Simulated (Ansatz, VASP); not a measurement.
**Ge (Germanium): VASP beside Ansatz**

One calculation is typed for both programs; each brings its own data sets. How far apart do they land? The cell is taken from a series of runs on this material, whose earlier steps may have relaxed, scaled, displaced or heated it; both programs get it as it stands.

Main program and level: Ansatz 0.2.0; plane waves, with VASP 6.6.1 beside it; zone-centre phonons at PBEsol.

## 1. Set-up

The structure is orthorhombic, space group Imma (No. 74). Conventional cell: a = 4.012 Å, b = 4.174 Å, c = 5.588 Å, α = 90.00°, β = 90.00°, γ = 90.00°. Nearest to Ge lie 4 Ge at 2.46 to 2.50 Å.

Structure file:

```xyz
2
Lattice="0.0573 2.8940 2.7942 2.8940 0.0573 2.7942 2.9513 2.9513 0.0000" Properties=species:S:1:pos:R:3 pbc="T T T"
Ge    2.9510    2.9510    2.8086
Ge    4.4272    4.4272    4.1770
```

## 2. VASP: zone-centre phonons, PBEsol

Second derivatives magnify differences that forces hide, and they need a tight electronic threshold.

Lines of VASP's logs that name or quote its potential files are left out, and so is its time.

The input, INCAR:

```
SYSTEM = Ge
PREC = Accurate
ENCUT = 500
EDIFF = 1E-08
NELM = 120
ISMEAR = 0
SIGMA = 0.015
LREAL = .FALSE.
ALGO = Normal
GGA = PS
NBANDS = 20
LORBIT = 11
LWAVE = .FALSE.
LCHARG = .FALSE.
ISIF = 2
ISYM = 2
IBRION = 8
LASPH = .TRUE.
GGA_COMPAT = .FALSE.
KPAR = 2
```

The input, POSCAR:

```
Ge
1.0
    0.0572999344      2.8939831517      2.7942300907
    2.8939831517      0.0572999344      2.7942300907
    2.9512830861      2.9512830861      0.0000000000
Ge
2
Direct
    0.5025683939      0.5025683939      0.4973525763
    0.7474316061      0.7474316061      0.7526474237
```

The input, KPOINTS:

```
Points of the shifted mesh
1728
Reciprocal
 0.0416666667  0.0416666667  0.0416666667 1
 0.0416666667  0.0416666667  0.1250000000 1
 0.0416666667  0.0416666667  0.2083333333 1
 0.0416666667  0.0416666667  0.2916666667 1
 0.0416666667  0.0416666667  0.3750000000 1
 0.0416666667  0.0416666667  0.4583333333 1
 0.0416666667  0.0416666667  0.5416666667 1
 0.0416666667  0.0416666667  0.6250000000 1
 0.0416666667  0.0416666667  0.7083333333 1
 0.0416666667  0.0416666667  0.7916666667 1
 0.0416666667  0.0416666667  0.8750000000 1
 0.0416666667  0.0416666667  0.9583333333 1
 0.0416666667  0.1250000000  0.0416666667 1
 0.0416666667  0.1250000000  0.1250000000 1
 0.0416666667  0.1250000000  0.2083333333 1
 0.0416666667  0.1250000000  0.2916666667 1
 0.0416666667  0.1250000000  0.3750000000 1
 0.0416666667  0.1250000000  0.4583333333 1
 0.0416666667  0.1250000000  0.5416666667 1
 0.0416666667  0.1250000000  0.6250000000 1
 0.0416666667  0.1250000000  0.7083333333 1
 0.0416666667  0.1250000000  0.7916666667 1
 0.0416666667  0.1250000000  0.8750000000 1
 0.0416666667  0.1250000000  0.9583333333 1
 0.0416666667  0.2083333333  0.0416666667 1
 0.0416666667  0.2083333333  0.1250000000 1
 0.0416666667  0.2083333333  0.2083333333 1
 0.0416666667  0.2083333333  0.2916666667 1
 0.0416666667  0.2083333333  0.3750000000 1
 0.0416666667  0.2083333333  0.4583333333 1
 0.0416666667  0.2083333333  0.5416666667 1
 0.0416666667  0.2083333333  0.6250000000 1
 0.0416666667  0.2083333333  0.7083333333 1
 0.0416666667  0.2083333333  0.7916666667 1
 0.0416666667  0.2083333333  0.8750000000 1
 0.0416666667  0.2083333333  0.9583333333 1
 0.0416666667  0.2916666667  0.0416666667 1
 0.0416666667  0.2916666667  0.1250000000 1
 0.0416666667  0.2916666667  0.2083333333 1
 0.0416666667  0.2916666667  0.2916666667 1
 0.0416666667  0.2916666667  0.3750000000 1
 0.0416666667  0.2916666667  0.4583333333 1
 0.0416666667  0.2916666667  0.5416666667 1
 0.0416666667  0.2916666667  0.6250000000 1
 0.0416666667  0.2916666667  0.7083333333 1
 0.0416666667  0.2916666667  0.7916666667 1
 0.0416666667  0.2916666667  0.8750000000 1
 0.0416666667  0.2916666667  0.9583333333 1
 0.0416666667  0.3750000000  0.0416666667 1
 0.0416666667  0.3750000000  0.1250000000 1
 0.0416666667  0.3750000000  0.2083333333 1
 0.0416666667  0.3750000000  0.2916666667 1
 0.0416666667  0.3750000000  0.3750000000 1
 0.0416666667  0.3750000000  0.4583333333 1
 0.0416666667  0.3750000000  0.5416666667 1
 0.0416666667  0.3750000000  0.6250000000 1
 0.0416666667  0.3750000000  0.7083333333 1
 0.0416666667  0.3750000000  0.7916666667 1
 0.0416666667  0.3750000000  0.8750000000 1
 0.0416666667  0.3750000000  0.9583333333 1
 0.0416666667  0.4583333333  0.0416666667 1
 0.0416666667  0.4583333333  0.1250000000 1
 0.0416666667  0.4583333333  0.2083333333 1
 0.0416666667  0.4583333333  0.2916666667 1
 0.0416666667  0.4583333333  0.3750000000 1
 0.0416666667  0.4583333333  0.4583333333 1
 0.0416666667  0.4583333333  0.5416666667 1
 0.0416666667  0.4583333333  0.6250000000 1
 0.0416666667  0.4583333333  0.7083333333 1
 0.0416666667  0.4583333333  0.7916666667 1
 0.0416666667  0.4583333333  0.8750000000 1
 0.0416666667  0.4583333333  0.9583333333 1
 0.0416666667  0.5416666667  0.0416666667 1
 0.0416666667  0.5416666667  0.1250000000 1
 0.0416666667  0.5416666667  0.2083333333 1
 0.0416666667  0.5416666667  0.2916666667 1
 0.0416666667  0.5416666667  0.3750000000 1
 0.0416666667  0.5416666667  0.4583333333 1
 0.0416666667  0.5416666667  0.5416666667 1
 0.0416666667  0.5416666667  0.6250000000 1
 0.0416666667  0.5416666667  0.7083333333 1
 0.0416666667  0.5416666667  0.7916666667 1
 0.0416666667  0.5416666667  0.8750000000 1
 0.0416666667  0.5416666667  0.9583333333 1
 0.0416666667  0.6250000000  0.0416666667 1
 0.0416666667  0.6250000000  0.1250000000 1
 0.0416666667  0.6250000000  0.2083333333 1
 0.0416666667  0.6250000000  0.2916666667 1
 0.0416666667  0.6250000000  0.3750000000 1
 0.0416666667  0.6250000000  0.4583333333 1
 0.0416666667  0.6250000000  0.5416666667 1
 0.0416666667  0.6250000000  0.6250000000 1
 0.0416666667  0.6250000000  0.7083333333 1
 0.0416666667  0.6250000000  0.7916666667 1
 0.0416666667  0.6250000000  0.8750000000 1
 0.0416666667  0.6250000000  0.9583333333 1
 0.0416666667  0.7083333333  0.0416666667 1
 0.0416666667  0.7083333333  0.1250000000 1
 0.0416666667  0.7083333333  0.2083333333 1
 0.0416666667  0.7083333333  0.2916666667 1
 0.0416666667  0.7083333333  0.3750000000 1
 0.0416666667  0.7083333333  0.4583333333 1
 0.0416666667  0.7083333333  0.5416666667 1
 0.0416666667  0.7083333333  0.6250000000 1
 0.0416666667  0.7083333333  0.7083333333 1
 0.0416666667  0.7083333333  0.7916666667 1
 0.0416666667  0.7083333333  0.8750000000 1
 0.0416666667  0.7083333333  0.9583333333 1
 0.0416666667  0.7916666667  0.0416666667 1
 0.0416666667  0.7916666667  0.1250000000 1
 0.0416666667  0.7916666667  0.2083333333 1
 0.0416666667  0.7916666667  0.2916666667 1
[... 1390 lines left out ...]
 0.8750000000  0.4583333333  0.1250000000 1
 0.8750000000  0.4583333333  0.2083333333 1
 0.8750000000  0.4583333333  0.2916666667 1
 0.8750000000  0.4583333333  0.3750000000 1
 0.8750000000  0.4583333333  0.4583333333 1
 0.8750000000  0.4583333333  0.5416666667 1
 0.8750000000  0.4583333333  0.6250000000 1
 0.8750000000  0.4583333333  0.7083333333 1
 0.8750000000  0.4583333333  0.7916666667 1
 0.8750000000  0.4583333333  0.8750000000 1
 0.8750000000  0.4583333333  0.9583333333 1
 0.8750000000  0.5416666667  0.0416666667 1
 0.8750000000  0.5416666667  0.1250000000 1
 0.8750000000  0.5416666667  0.2083333333 1
 0.8750000000  0.5416666667  0.2916666667 1
 0.8750000000  0.5416666667  0.3750000000 1
 0.8750000000  0.5416666667  0.4583333333 1
 0.8750000000  0.5416666667  0.5416666667 1
 0.8750000000  0.5416666667  0.6250000000 1
 0.8750000000  0.5416666667  0.7083333333 1
 0.8750000000  0.5416666667  0.7916666667 1
 0.8750000000  0.5416666667  0.8750000000 1
 0.8750000000  0.5416666667  0.9583333333 1
 0.8750000000  0.6250000000  0.0416666667 1
 0.8750000000  0.6250000000  0.1250000000 1
 0.8750000000  0.6250000000  0.2083333333 1
 0.8750000000  0.6250000000  0.2916666667 1
 0.8750000000  0.6250000000  0.3750000000 1
 0.8750000000  0.6250000000  0.4583333333 1
 0.8750000000  0.6250000000  0.5416666667 1
 0.8750000000  0.6250000000  0.6250000000 1
 0.8750000000  0.6250000000  0.7083333333 1
 0.8750000000  0.6250000000  0.7916666667 1
 0.8750000000  0.6250000000  0.8750000000 1
 0.8750000000  0.6250000000  0.9583333333 1
 0.8750000000  0.7083333333  0.0416666667 1
 0.8750000000  0.7083333333  0.1250000000 1
 0.8750000000  0.7083333333  0.2083333333 1
 0.8750000000  0.7083333333  0.2916666667 1
 0.8750000000  0.7083333333  0.3750000000 1
 0.8750000000  0.7083333333  0.4583333333 1
 0.8750000000  0.7083333333  0.5416666667 1
 0.8750000000  0.7083333333  0.6250000000 1
 0.8750000000  0.7083333333  0.7083333333 1
 0.8750000000  0.7083333333  0.7916666667 1
 0.8750000000  0.7083333333  0.8750000000 1
 0.8750000000  0.7083333333  0.9583333333 1
 0.8750000000  0.7916666667  0.0416666667 1
 0.8750000000  0.7916666667  0.1250000000 1
 0.8750000000  0.7916666667  0.2083333333 1
 0.8750000000  0.7916666667  0.2916666667 1
 0.8750000000  0.7916666667  0.3750000000 1
 0.8750000000  0.7916666667  0.4583333333 1
 0.8750000000  0.7916666667  0.5416666667 1
 0.8750000000  0.7916666667  0.6250000000 1
 0.8750000000  0.7916666667  0.7083333333 1
 0.8750000000  0.7916666667  0.7916666667 1
 0.8750000000  0.7916666667  0.8750000000 1
 0.8750000000  0.7916666667  0.9583333333 1
 0.8750000000  0.8750000000  0.0416666667 1
 0.8750000000  0.8750000000  0.1250000000 1
 0.8750000000  0.8750000000  0.2083333333 1
 0.8750000000  0.8750000000  0.2916666667 1
 0.8750000000  0.8750000000  0.3750000000 1
 0.8750000000  0.8750000000  0.4583333333 1
 0.8750000000  0.8750000000  0.5416666667 1
 0.8750000000  0.8750000000  0.6250000000 1
 0.8750000000  0.8750000000  0.7083333333 1
 0.8750000000  0.8750000000  0.7916666667 1
 0.8750000000  0.8750000000  0.8750000000 1
 0.8750000000  0.8750000000  0.9583333333 1
 0.8750000000  0.9583333333  0.0416666667 1
 0.8750000000  0.9583333333  0.1250000000 1
 0.8750000000  0.9583333333  0.2083333333 1
 0.8750000000  0.9583333333  0.2916666667 1
 0.8750000000  0.9583333333  0.3750000000 1
 0.8750000000  0.9583333333  0.4583333333 1
 0.8750000000  0.9583333333  0.5416666667 1
 0.8750000000  0.9583333333  0.6250000000 1
 0.8750000000  0.9583333333  0.7083333333 1
 0.8750000000  0.9583333333  0.7916666667 1
 0.8750000000  0.9583333333  0.8750000000 1
 0.8750000000  0.9583333333  0.9583333333 1
 0.9583333333  0.0416666667  0.0416666667 1
 0.9583333333  0.0416666667  0.1250000000 1
 0.9583333333  0.0416666667  0.2083333333 1
 0.9583333333  0.0416666667  0.2916666667 1
 0.9583333333  0.0416666667  0.3750000000 1
 0.9583333333  0.0416666667  0.4583333333 1
 0.9583333333  0.0416666667  0.5416666667 1
 0.9583333333  0.0416666667  0.6250000000 1
 0.9583333333  0.0416666667  0.7083333333 1
 0.9583333333  0.0416666667  0.7916666667 1
 0.9583333333  0.0416666667  0.8750000000 1
 0.9583333333  0.0416666667  0.9583333333 1
 0.9583333333  0.1250000000  0.0416666667 1
 0.9583333333  0.1250000000  0.1250000000 1
 0.9583333333  0.1250000000  0.2083333333 1
 0.9583333333  0.1250000000  0.2916666667 1
 0.9583333333  0.1250000000  0.3750000000 1
 0.9583333333  0.1250000000  0.4583333333 1
 0.9583333333  0.1250000000  0.5416666667 1
 0.9583333333  0.1250000000  0.6250000000 1
 0.9583333333  0.1250000000  0.7083333333 1
 0.9583333333  0.1250000000  0.7916666667 1
 0.9583333333  0.1250000000  0.8750000000 1
 0.9583333333  0.1250000000  0.9583333333 1
 0.9583333333  0.2083333333  0.0416666667 1
 0.9583333333  0.2083333333  0.1250000000 1
 0.9583333333  0.2083333333  0.2083333333 1
 0.9583333333  0.2083333333  0.2916666667 1
 0.9583333333  0.2083333333  0.3750000000 1
 0.9583333333  0.2083333333  0.4583333333 1
 0.9583333333  0.2083333333  0.5416666667 1
 0.9583333333  0.2083333333  0.6250000000 1
 0.9583333333  0.2083333333  0.7083333333 1
 0.9583333333  0.2083333333  0.7916666667 1
 0.9583333333  0.2083333333  0.8750000000 1
 0.9583333333  0.2083333333  0.9583333333 1
 0.9583333333  0.2916666667  0.0416666667 1
 0.9583333333  0.2916666667  0.1250000000 1
 0.9583333333  0.2916666667  0.2083333333 1
 0.9583333333  0.2916666667  0.2916666667 1
 0.9583333333  0.2916666667  0.3750000000 1
 0.9583333333  0.2916666667  0.4583333333 1
 0.9583333333  0.2916666667  0.5416666667 1
 0.9583333333  0.2916666667  0.6250000000 1
 0.9583333333  0.2916666667  0.7083333333 1
 0.9583333333  0.2916666667  0.7916666667 1
 0.9583333333  0.2916666667  0.8750000000 1
 0.9583333333  0.2916666667  0.9583333333 1
 0.9583333333  0.3750000000  0.0416666667 1
 0.9583333333  0.3750000000  0.1250000000 1
 0.9583333333  0.3750000000  0.2083333333 1
 0.9583333333  0.3750000000  0.2916666667 1
 0.9583333333  0.3750000000  0.3750000000 1
 0.9583333333  0.3750000000  0.4583333333 1
 0.9583333333  0.3750000000  0.5416666667 1
 0.9583333333  0.3750000000  0.6250000000 1
 0.9583333333  0.3750000000  0.7083333333 1
 0.9583333333  0.3750000000  0.7916666667 1
 0.9583333333  0.3750000000  0.8750000000 1
 0.9583333333  0.3750000000  0.9583333333 1
 0.9583333333  0.4583333333  0.0416666667 1
 0.9583333333  0.4583333333  0.1250000000 1
 0.9583333333  0.4583333333  0.2083333333 1
 0.9583333333  0.4583333333  0.2916666667 1
 0.9583333333  0.4583333333  0.3750000000 1
 0.9583333333  0.4583333333  0.4583333333 1
 0.9583333333  0.4583333333  0.5416666667 1
 0.9583333333  0.4583333333  0.6250000000 1
 0.9583333333  0.4583333333  0.7083333333 1
 0.9583333333  0.4583333333  0.7916666667 1
 0.9583333333  0.4583333333  0.8750000000 1
 0.9583333333  0.4583333333  0.9583333333 1
 0.9583333333  0.5416666667  0.0416666667 1
 0.9583333333  0.5416666667  0.1250000000 1
 0.9583333333  0.5416666667  0.2083333333 1
 0.9583333333  0.5416666667  0.2916666667 1
 0.9583333333  0.5416666667  0.3750000000 1
 0.9583333333  0.5416666667  0.4583333333 1
 0.9583333333  0.5416666667  0.5416666667 1
 0.9583333333  0.5416666667  0.6250000000 1
 0.9583333333  0.5416666667  0.7083333333 1
 0.9583333333  0.5416666667  0.7916666667 1
 0.9583333333  0.5416666667  0.8750000000 1
 0.9583333333  0.5416666667  0.9583333333 1
 0.9583333333  0.6250000000  0.0416666667 1
 0.9583333333  0.6250000000  0.1250000000 1
 0.9583333333  0.6250000000  0.2083333333 1
 0.9583333333  0.6250000000  0.2916666667 1
 0.9583333333  0.6250000000  0.3750000000 1
 0.9583333333  0.6250000000  0.4583333333 1
 0.9583333333  0.6250000000  0.5416666667 1
 0.9583333333  0.6250000000  0.6250000000 1
 0.9583333333  0.6250000000  0.7083333333 1
 0.9583333333  0.6250000000  0.7916666667 1
 0.9583333333  0.6250000000  0.8750000000 1
 0.9583333333  0.6250000000  0.9583333333 1
 0.9583333333  0.7083333333  0.0416666667 1
 0.9583333333  0.7083333333  0.1250000000 1
 0.9583333333  0.7083333333  0.2083333333 1
 0.9583333333  0.7083333333  0.2916666667 1
 0.9583333333  0.7083333333  0.3750000000 1
 0.9583333333  0.7083333333  0.4583333333 1
 0.9583333333  0.7083333333  0.5416666667 1
 0.9583333333  0.7083333333  0.6250000000 1
 0.9583333333  0.7083333333  0.7083333333 1
 0.9583333333  0.7083333333  0.7916666667 1
 0.9583333333  0.7083333333  0.8750000000 1
 0.9583333333  0.7083333333  0.9583333333 1
 0.9583333333  0.7916666667  0.0416666667 1
 0.9583333333  0.7916666667  0.1250000000 1
 0.9583333333  0.7916666667  0.2083333333 1
 0.9583333333  0.7916666667  0.2916666667 1
 0.9583333333  0.7916666667  0.3750000000 1
 0.9583333333  0.7916666667  0.4583333333 1
 0.9583333333  0.7916666667  0.5416666667 1
 0.9583333333  0.7916666667  0.6250000000 1
 0.9583333333  0.7916666667  0.7083333333 1
 0.9583333333  0.7916666667  0.7916666667 1
 0.9583333333  0.7916666667  0.8750000000 1
 0.9583333333  0.7916666667  0.9583333333 1
 0.9583333333  0.8750000000  0.0416666667 1
 0.9583333333  0.8750000000  0.1250000000 1
 0.9583333333  0.8750000000  0.2083333333 1
 0.9583333333  0.8750000000  0.2916666667 1
 0.9583333333  0.8750000000  0.3750000000 1
 0.9583333333  0.8750000000  0.4583333333 1
 0.9583333333  0.8750000000  0.5416666667 1
 0.9583333333  0.8750000000  0.6250000000 1
 0.9583333333  0.8750000000  0.7083333333 1
 0.9583333333  0.8750000000  0.7916666667 1
 0.9583333333  0.8750000000  0.8750000000 1
 0.9583333333  0.8750000000  0.9583333333 1
 0.9583333333  0.9583333333  0.0416666667 1
 0.9583333333  0.9583333333  0.1250000000 1
 0.9583333333  0.9583333333  0.2083333333 1
 0.9583333333  0.9583333333  0.2916666667 1
 0.9583333333  0.9583333333  0.3750000000 1
 0.9583333333  0.9583333333  0.4583333333 1
 0.9583333333  0.9583333333  0.5416666667 1
 0.9583333333  0.9583333333  0.6250000000 1
 0.9583333333  0.9583333333  0.7083333333 1
 0.9583333333  0.9583333333  0.7916666667 1
 0.9583333333  0.9583333333  0.8750000000 1
 0.9583333333  0.9583333333  0.9583333333 1
```

The projector-augmented-wave data sets are Ge_d (PBE family, release 64).

Launch:

```bash
mpirun -np 2 vasp_std
```

Numbers of over 12 decimals in the logs are rounded to 6 here.

The log of the run:

```text
[banner, memory and clock lines left out]
running    2 mpi-ranks, on    1 nodes
[...]
|                                                                             |
|               ----> ADVICE to this user running VASP <----                  |
|                                                                             |
|     You enforced a specific xc type in the INCAR file but a different       |
|     [... a line on the potential file left out ...]
|     I HOPE YOU KNOW WHAT YOU ARE DOING!                                     |
|                                                                             |

 LDA part: xc-table for (Slater+PW92), standard interpolation
 POSCAR, INCAR and KPOINTS ok, starting setup
[...]
entering main loop
       N       E                     dE             d eps       ncg     rms          rms(c)
DAV:   1     0.183306250085E+03    0.18331E+03   -0.14664E+04 74128   0.369E+03
DAV:   2     0.159669876058E+02   -0.16734E+03   -0.16291E+03 69272   0.587E+02
DAV:   3    -0.915874958920E+01   -0.25126E+02   -0.24947E+02 78184   0.145E+02
DAV:   4    -0.997408321950E+01   -0.81533E+00   -0.81477E+00 78120   0.307E+01
DAV:   5    -0.998779918320E+01   -0.13716E-01   -0.13716E-01 77408   0.437E+00    0.311E+00
DAV:   6    -0.989281331181E+01    0.94986E-01   -0.35883E-02 91824   0.242E+00    0.177E+00
DAV:   7    -0.984752150417E+01    0.45292E-01   -0.59749E-02 72464   0.254E+00    0.155E-01
DAV:   8    -0.984846657350E+01   -0.94507E-03   -0.71895E-03 78432   0.121E+00    0.542E-02
[...]
DAV:  13    -0.984860272154E+01   -0.45381E-07   -0.89326E-08 91240   0.455E-03    0.257E-04
DAV:  14    -0.984860270748E+01    0.14063E-07   -0.11230E-08 49012   0.215E-03    0.858E-05
DAV:  15    -0.984860269724E+01    0.10233E-07   -0.22127E-09 39772   0.468E-04    0.316E-05
DAV:  16    -0.984860269595E+01    0.12960E-08   -0.25584E-10 37524   0.218E-04
   1 F= -.98486027E+01 E0= -.98486003E+01  d E =-.484704E-05
 Linear response reoptimize wavefunctions to high precision
DAV:   1    -0.984860269544E+01    0.51296E-09   -0.12083E-10 38964   0.167E-04
DAV:   2    -0.984860269543E+01    0.90949E-12   -0.24044E-11 37048   0.616E-05
 Linear response DOF=           2
 Linear response progress:
  Degree of freedom:   1/  2
       N       E                     dE             d eps       ncg     rms          rms(c)
RMM:   1    -0.186982422959E+00   -0.18698E+00    0.81535E+00 85015   0.444E+01
RMM:   2    -0.194083456210E+00   -0.71010E-02   -0.12460E-02111384   0.104E+00    0.714E-02
RMM:   3    -0.194084166675E+00   -0.71047E-06   -0.91936E-04118236   0.315E-01    0.412E-02
RMM:   4    -0.193965207802E+00    0.11896E-03   -0.60248E-05126206   0.800E-02    0.463E-03
RMM:   5    -0.193965755067E+00   -0.54726E-06   -0.38091E-06121963   0.179E-02    0.233E-03
RMM:   6    -0.193972656134E+00   -0.69011E-05   -0.21330E-07123424   0.502E-03    0.304E-04
RMM:   7    -0.193971634226E+00    0.10219E-05   -0.38278E-08127603   0.161E-03    0.193E-04
RMM:   8    -0.193970588780E+00    0.10454E-05   -0.15231E-09129430   0.576E-04    0.418E-05
RMM:   9    -0.193970501312E+00    0.87468E-07    0.59299E-09129994   0.239E-04    0.201E-05
RMM:  10    -0.193970675867E+00   -0.17455E-06   -0.42737E-09130489   0.102E-04    0.580E-06
RMM:  11    -0.193970696374E+00   -0.20507E-07   -0.62022E-09129577   0.507E-05    0.317E-06
RMM:  12    -0.193970720758E+00   -0.24384E-07   -0.17171E-08128659   0.282E-05    0.197E-06
RMM:  13    -0.193970737147E+00   -0.16390E-07   -0.10361E-09114612   0.183E-05    0.556E-07
RMM:  14    -0.193970741865E+00   -0.47179E-08   -0.87282E-10 99232   0.134E-05    0.101E-07
 first order change of Fermi-energy  -0.12584E+00
 force on displaced ion       1 direction 1 : -10.416   0.442   0.013
 Linear response progress:
  Degree of freedom:   2/  2
       N       E                     dE             d eps       ncg     rms          rms(c)
RMM:   1    -0.186664322231E+00   -0.18666E+00    0.83281E+00 84546   0.448E+01
RMM:   2    -0.193824970737E+00   -0.71606E-02   -0.13075E-02112476   0.106E+00    0.700E-02
RMM:   3    -0.193839128025E+00   -0.14157E-04   -0.86328E-04117954   0.301E-01    0.405E-02
RMM:   4    -0.193744879261E+00    0.94249E-04   -0.56249E-05126476   0.775E-02    0.452E-03
RMM:   5    -0.193744807160E+00    0.72102E-07   -0.33112E-06120953   0.172E-02    0.215E-03
RMM:   6    -0.193749313093E+00   -0.45059E-05   -0.22124E-07124471   0.493E-03    0.399E-04
RMM:   7    -0.193748853263E+00    0.45983E-06   -0.34649E-08127081   0.145E-03    0.178E-04
RMM:   8    -0.193747995785E+00    0.85748E-06   -0.27585E-09129142   0.530E-04    0.430E-05
RMM:   9    -0.193747898420E+00    0.97365E-07    0.84693E-10114369   0.232E-04    0.167E-05
RMM:  10    -0.193748006300E+00   -0.10788E-06   -0.56830E-09124932   0.106E-04    0.580E-06
RMM:  11    -0.193748041886E+00   -0.35586E-07   -0.12459E-08130500   0.483E-05    0.333E-06
RMM:  12    -0.193748081889E+00   -0.40003E-07   -0.65105E-09131409   0.258E-05    0.677E-07
RMM:  13    -0.193748080080E+00    0.18095E-08   -0.24073E-09102578   0.165E-05    0.449E-07
 first order change of Fermi-energy   0.11871E+01
 force on displaced ion       1 direction 3 :   0.018   0.018  -9.788
 Linear response finished
```

(Continued in part 2 of 2.)

[Lines on the potential files, build, host, timing and source positions are cut from VASP's logs without a mark.]

[Logs are printed without paths, hosts, clocks, repeated set-up lines and the standing remarks that a program may print on its own settings, such as how far it seeks lower states.]

[Hosts, paths, dates, database ids (printed as entryN), source tags and the programs' standing remarks are cut or masked in the printed files.]
